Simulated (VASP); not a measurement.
# XPS shifts in Zr2Ta3, part 2 of 5

Which atoms of Zr2Ta3 bind their core electrons more tightly, and does the hole change the order?

VASP 6.6.1, plane waves and PAW; the level of theory is named at each step.

So far: The starting structure; Relaxation.

## (2) Relaxation (continued)

Level of this step: PBEsol; plane waves and PAW (Zr_sv, Ta_pv) (VASP).

OUTCAR, selected parts (step 2):

```text
ion  position               nearest neighbor table
   1  0.000  0.000  0.661-   9 2.87  10 2.87  11 2.87  12 2.87  13 3.31   3 3.31   2 3.31   3 3.31
                             2 3.31
   2  0.500  0.000  0.661-   9 2.87  10 2.87  11 2.87  12 2.87  14 3.31   4 3.31   1 3.31   4 3.31
                             1 3.31
   3  0.000  0.500  0.661-   9 2.87  10 2.87  11 2.87  12 2.87  15 3.31   4 3.31   1 3.31   1 3.31
                             4 3.31
   4  0.500  0.500  0.661-   9 2.87  10 2.87  11 2.87  12 2.87  16 3.31   3 3.31   2 3.31   2 3.31
                             3 3.31
   5  0.000  0.000  0.339-  17 2.87  18 2.87  19 2.87  20 2.87  13 3.31   7 3.31   6 3.31   7 3.31
                             6 3.31
   6  0.500  0.000  0.339-  17 2.87  18 2.87  19 2.87  20 2.87  14 3.31   8 3.31   5 3.31   8 3.31
                             5 3.31
   7  0.000  0.500  0.339-  17 2.87  18 2.87  19 2.87  20 2.87  15 3.31   8 3.31   5 3.31   5 3.31
                             8 3.31
   8  0.500  0.500  0.339-  17 2.87  18 2.87  19 2.87  20 2.87  16 3.31   7 3.31   6 3.31   6 3.31
                             7 3.31
   9  0.250  0.250  0.580-   1 2.87   2 2.87   3 2.87   4 2.87  13 2.87  14 2.87  15 2.87  16 2.87
                            10 3.31  11 3.31  11 3.31  10 3.31  17 3.31
  10  0.750  0.250  0.580-   1 2.87   2 2.87   3 2.87   4 2.87  13 2.87  14 2.87  15 2.87  16 2.87
                             9 3.31  12 3.31  12 3.31   9 3.31  18 3.31
  11  0.250  0.750  0.580-   1 2.87   2 2.87   3 2.87   4 2.87  13 2.87  14 2.87  15 2.87  16 2.87
                             9 3.31  12 3.31   9 3.31  12 3.31  19 3.31
  12  0.750  0.750  0.580-   1 2.87   2 2.87   3 2.87   4 2.87  13 2.87  14 2.87  15 2.87  16 2.87
                            10 3.31  11 3.31  10 3.31  11 3.31  20 3.31
  13  0.000  0.000  0.500-   9 2.87  10 2.87  11 2.87  12 2.87  17 2.87  18 2.87  19 2.87  20 2.87
                             1 3.31   5 3.31  14 3.31  15 3.31  15 3.31  14 3.31
  14  0.500  0.000  0.500-   9 2.87  10 2.87  11 2.87  12 2.87  17 2.87  18 2.87  19 2.87  20 2.87
                             2 3.31   6 3.31  13 3.31  16 3.31  16 3.31  13 3.31
  15  0.000  0.500  0.500-   9 2.87  10 2.87  11 2.87  12 2.87  17 2.87  18 2.87  19 2.87  20 2.87
                             3 3.31   7 3.31  13 3.31  16 3.31  13 3.31  16 3.31
  16  0.500  0.500  0.500-   9 2.87  10 2.87  11 2.87  12 2.87  17 2.87  18 2.87  19 2.87  20 2.87
                             4 3.31   8 3.31  14 3.31  15 3.31  14 3.31  15 3.31
  17  0.250  0.250  0.420-   5 2.87   6 2.87   7 2.87   8 2.87  13 2.87  14 2.87  15 2.87  16 2.87
                            18 3.31  19 3.31  19 3.31  18 3.31   9 3.31
  18  0.750  0.250  0.420-   5 2.87   6 2.87   7 2.87   8 2.87  13 2.87  14 2.87  15 2.87  16 2.87
                            17 3.31  20 3.31  20 3.31  17 3.31  10 3.31
  19  0.250  0.750  0.420-   5 2.87   6 2.87   7 2.87   8 2.87  13 2.87  14 2.87  15 2.87  16 2.87
                            17 3.31  20 3.31  17 3.31  20 3.31  11 3.31
  20  0.750  0.750  0.420-   5 2.87   6 2.87   7 2.87   8 2.87  13 2.87  14 2.87  15 2.87  16 2.87
                            18 3.31  19 3.31  18 3.31  19 3.31  12 3.31

  LATTYP: Found a simple tetragonal cell.
 ALAT       =     6.6200000000
 C/A-ratio  =     3.1148036254

 Subroutine GETGRP returns: Found 16 space group operations
 (whereof 16 operations were pure point group operations)

The static configuration has the point symmetry D_4h.

 Found      3 irreducible k-points:

   k-points           NKPTS =      3   k-points in BZ     NKDIM =      3   number of bands    NBANDS=    141

   dimension x,y,z NGX =    30 NGY =   30 NGZ =   96
   dimension x,y,z NGXF=    60 NGYF=   60 NGZF=  192

   ENCUT  =  330.0 eV  24.25 Ry    4.92 a.u.   9.81  9.81 30.54*2*pi/ulx,y,z

   NELECT =     228.0000    total number of electrons

 k-points in reciprocal lattice and weights: Automatic mesh
   0.00000000  0.00000000  0.00000000       0.111
   0.33333333  0.00000000  0.00000000       0.444
   0.33333333  0.33333333  0.00000000       0.444

 average (electrostatic) potential at core
       1 -82.0126       2 -82.0126       3 -82.0126       4 -82.0126       5 -82.0126
       6 -82.0126       7 -82.0126       8 -82.0126       9 -40.4487      10 -40.4487
      11 -40.4487      12 -40.4487      13 -40.3071      14 -40.3071      15 -40.3071
      16 -40.3071      17 -40.4487      18 -40.4487      19 -40.4487      20 -40.4487

 E-fermi :   1.2310

 k-point     1 :       0.0000    0.0000    0.0000
  band No.  band energies     occupation
    ...
    103       0.4643      2.00000
    104       0.6736      2.00000
    105       0.6736      2.00000
    106       1.1913      1.42573
    107       1.1913      1.42573
    108       1.3176      0.22057
    109       1.3888      0.02561
    110       1.3888      0.02561
    111       1.4755      0.00054
    112       1.5014      0.00013
    ...

 k-point     2 :       0.3333    0.0000    0.0000
  band No.  band energies     occupation
    ...
    109       1.1499      1.74833
    110       1.1506      1.74436
    111       1.1646      1.65207
    112       1.1674      1.63163
    113       1.2315      0.99440
    114       1.3414      0.11860
    115       1.3660      0.05624
    116       1.4847      0.00033
    117       1.6216      0.00000
    118       1.6730      0.00000
    ...

 k-point     3 :       0.3333    0.3333    0.0000
  band No.  band energies     occupation
    ...
    115       1.0358      1.99423
    116       1.1687      1.62197
    117       1.1687      1.62197
    118       1.1949      1.39031
    119       1.1949      1.39031
    120       1.8502      0.00000
    121       2.0295      0.00000
    122       2.0295      0.00000
    123       2.1564      0.00000
    124       2.1564      0.00000
    ...

  energy-cutoff  :      330.00
  volume of cell :      903.66
      direct lattice vectors                 reciprocal lattice vectors
     6.620000000  0.000000000  0.000000000     0.151057402  0.000000000  0.000000000
     0.000000000  6.620000000  0.000000000     0.000000000  0.151057402  0.000000000
     0.000000000  0.000000000 20.620000000     0.000000000  0.000000000  0.048496605

 POSITION                                       TOTAL-FORCE (eV/Angst)
 -----------------------------------------------------------------------------------
      0.00000      6.62000     13.63747        -0.000000      0.000000     -0.046690
      3.31000      0.00000     13.63747         0.000000     -0.000000     -0.046690
      0.00000      3.31000     13.63747        -0.000000     -0.000000     -0.046690
      3.31000      3.31000     13.63747        -0.000000      0.000000     -0.046690
      6.62000      6.62000      6.98253         0.000000      0.000000      0.046690
      3.31000      0.00000      6.98253         0.000000     -0.000000      0.046690
      6.62000      3.31000      6.98253         0.000000     -0.000000      0.046690
      3.31000      3.31000      6.98253        -0.000000      0.000000      0.046690
      1.65500      1.65500     11.92596        -0.000000     -0.000000     -0.032449
      4.96500      1.65500     11.92596        -0.000000      0.000000     -0.032449
      1.65500      4.96500     11.92596        -0.000000     -0.000000     -0.032449
      4.96500      4.96500     11.92596        -0.000000      0.000000     -0.032449
      0.00000      0.00000     10.31000        -0.000000     -0.000000      0.000000
      3.31000      0.00000     10.31000         0.000000     -0.000000      0.000000
      0.00000      3.31000     10.31000         0.000000     -0.000000      0.000000
      3.31000      3.31000     10.31000        -0.000000     -0.000000      0.000000
      1.65500      1.65500      8.69404         0.000000     -0.000000      0.032449
      4.96500      1.65500      8.69404         0.000000     -0.000000      0.032449
      1.65500      4.96500      8.69404         0.000000     -0.000000      0.032449
      4.96500      4.96500      8.69404         0.000000     -0.000000      0.032449
 -----------------------------------------------------------------------------------
    total drift:                                0.000000      0.000000     -0.000000

  FREE ENERGIE OF THE ION-ELECTRON SYSTEM (eV)
  ---------------------------------------------------
  free  energy   TOTEN  =      -214.4969057082 eV

  energy  without entropy=     -214.2952032106  energy(sigma->0) =     -214.39605446

 reached required accuracy - stopping structural energy minimisation
```

CONTCAR:

```
Zr2Ta3
   1.00000000000000
     6.6200000000000001    0.0000000000000000    0.0000000000000000
     0.0000000000000000    6.6200000000000001    0.0000000000000000
     0.0000000000000000    0.0000000000000000   20.6200000000000010
  Zr              Ta
     8    12
Selective dynamics
Direct
     0.0000000000000000    1.0000000000000000    0.6613709627110863   T   T   T
     0.5000000000000000    0.0000000000000000    0.6613709627110863   T   T   T
     0.0000000000000000    0.5000000000000000    0.6613709627110863   T   T   T
     0.5000000000000000    0.5000000000000000    0.6613709627110863   T   T   T
     1.0000000000000000    1.0000000000000000    0.3386290372889139   T   T   T
     0.5000000000000000    0.0000000000000000    0.3386290372889139   T   T   T
     1.0000000000000000    0.5000000000000000    0.3386290372889139   T   T   T
     0.5000000000000000    0.5000000000000000    0.3386290372889139   T   T   T
     0.2500000000000000    0.2500000000000000    0.5783687326704822   T   T   T
     0.7500000000000000    0.2500000000000000    0.5783687326704822   T   T   T
     0.2500000000000000    0.7500000000000000    0.5783687326704822   T   T   T
     0.7500000000000000    0.7500000000000000    0.5783687326704822   T   T   T
     0.0000000000000000    0.0000000000000000    0.5000000000000000   F   F   F
     0.5000000000000000    0.0000000000000000    0.5000000000000000   F   F   F
     0.0000000000000000    0.5000000000000000    0.5000000000000000   F   F   F
     0.5000000000000000    0.5000000000000000    0.5000000000000000   F   F   F
     0.2500000000000000    0.2500000000000000    0.4216312673295179   T   T   T
     0.7500000000000000    0.2500000000000000    0.4216312673295179   T   T   T
     0.2500000000000000    0.7500000000000000    0.4216312673295179   T   T   T
     0.7500000000000000    0.7500000000000000    0.4216312673295179   T   T   T
```

The PAW data sets were made with PBE, which is usual practice but a small mismatch for other functionals. The run keeps the 16 symmetry operations of its start, so it cannot find a distortion of lower symmetry.

Relaxation path:

```csv
step,energy less that of the first step (eV),largest force (eV/Å)
1,0.0000,0.4684
2,-0.0751,0.1974
3,-0.0878,0.0817
4,-0.0882,0.0642
5,-0.0882,0.0573
6,-0.0901,0.0467
```

The atoms that moved most (Å):

```csv
atom,dx,dy,dz,length
Ta20,0.000,0.000,0.039,0.039
Ta18,0.000,0.000,0.039,0.039
Ta17,0.000,0.000,0.039,0.039
Ta19,0.000,0.000,0.039,0.039
Ta12,0.000,0.000,-0.039,0.039
Ta11,0.000,0.000,-0.039,0.039
Ta9,0.000,0.000,-0.039,0.039
Ta10,0.000,0.000,-0.039,0.039
```

Final coordinates:

```
Zr Ta
1.0
     6.62000    0.00000    0.00000
     0.00000    6.62000    0.00000
     0.00000    0.00000   20.62000
Zr Ta
8 12
Direct
  0.00000 0.00000 0.66137
  0.50000 0.00000 0.66137
  0.00000 0.50000 0.66137
  0.50000 0.50000 0.66137
  0.00000 0.00000 0.33863
  0.50000 0.00000 0.33863
  0.00000 0.50000 0.33863
  0.50000 0.50000 0.33863
  0.25000 0.25000 0.57837
  0.75000 0.25000 0.57837
  0.25000 0.75000 0.57837
  0.75000 0.75000 0.57837
  0.00000 0.00000 0.50000
  0.50000 0.00000 0.50000
  0.00000 0.50000 0.50000
  0.50000 0.50000 0.50000
  0.25000 0.25000 0.42163
  0.75000 0.25000 0.42163
  0.25000 0.75000 0.42163
  0.75000 0.75000 0.42163
```

Numbers from this step:

```
free energy (TOTEN)     : -214.4969 eV
energy at zero smearing : -214.3961 eV
Fermi energy            : 1.231 eV
```

The forces on the free atoms are under 0.05 eV/Å.

[end of part 2 of 5]

[Lines on the potential files, build, host, timing and source positions are cut from VASP's logs without a mark.]

[Logs are printed without paths, hosts, clocks, repeated set-up lines and the standing remarks that a program may print on its own settings, such as how far it seeks lower states.]

[Hosts, paths, dates, database ids (printed as entryN), source tags and the programs' standing remarks are cut or masked in the printed files.]
